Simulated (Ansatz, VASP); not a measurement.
## One structure in several programs: HfBRh₃ (Pm-3m, 5 atoms in the cell)

Self-consistent single point.

```
CELL_PARAMETERS angstrom
      4.09526     0.00000     0.00000
      0.00000     4.09526     0.00000
      0.00000     0.00000     4.09526
ATOMIC_POSITIONS crystal
  Hf 0.00000 0.00000 0.00000
  B  0.50000 0.50000 0.50000
  Rh 0.00000 0.50000 0.50000
  Rh 0.50000 0.00000 0.50000
  Rh 0.50000 0.50000 0.00000
```

Shared settings, as Ansatz (a program for electronic structure) writes them: kpoints.mp_grid.grid = 6 6 6; magnetization.spin_orbit = true; scf.occupations.method = gaussian; scf.occupations.width = 0.05 eV. Potentials and cutoffs stand in the table.

| code | model | pressure (GPa) | cutoff |
|---|---|---|---|
| Ansatz | PBEsol with spin-orbit coupling, PAW files made with PBE | -3.18 | 420 eV |
| VASP | PBEsol, spin-orbit coupling, VASP's PBE PAW potentials (set 64) | -4.16 | 400 eV |

The spread over the programs that give each value: pressure within 0.98 GPa.

Ansatz's pressure is given at a fixed set of plane waves, as the other plane-wave codes print theirs; with its correction for the finite basis it is -3.02 GPa.

VASP's run is marked for a possible Pulay error in its stress at this cutoff; no cutoff test was made.

The starting cell comes from a database of computed structures (which also holds hypothetical and non-ambient phases and stackings), without a prior relaxation at this level.

Left out of this page: Elk, FLEUR and SIESTA (not drawn, or without a comparable value).

Keys are those of Ansatz 0.2.
